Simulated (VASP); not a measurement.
Data:

```yaml
crystal:
  lattice:
    - [3.78734, 0.00000, 0.00000]
    - [0.00000, 3.78734, 0.00000]
    - [0.00000, 0.00000, 3.78734]
  atoms:
    - { symbol: K, position: [0.00000, 0.00000, 0.00000] }
    - { symbol: Ta, position: [0.50000, 0.50000, 0.50000] }
    - { symbol: O, position: [0.50000, 0.00000, 0.50000] }
    - { symbol: O, position: [0.00000, 0.50000, 0.50000] }
    - { symbol: O, position: [0.50000, 0.50000, 0.00000] }
```

Method: PBEsol GGA, VASP's PBE PAW potentials (set 64) (plane waves; VASP). Settings: 620 eV cut-off, 6×6×6 Γ-centred mesh, Gaussian smearing of 0.050 eV, potentials K_sv Ta_pv O.

Unless said otherwise, spin-orbit coupling is left out, though it shifts the bands of the heavy elements here.

Problem. What does the run give for the energy per atom (σ→0), pressure, band gap (on the k-mesh) with the smallest direct gap where there is one?

Solution. 
```json
{
 "band gap (on the k-mesh)": "2.37 eV",
 "smallest direct gap (on the k-mesh)": "2.83 eV",
 "energy per atom (σ→0)": "-8.359 eV/atom",
 "pressure": "44.96 GPa"
}
```

Only differences to runs with the same potentials and settings are physical.

The compound is KTaO3 in the cubic perovskite structure. It was relaxed first under an external pressure of 45 GPa.
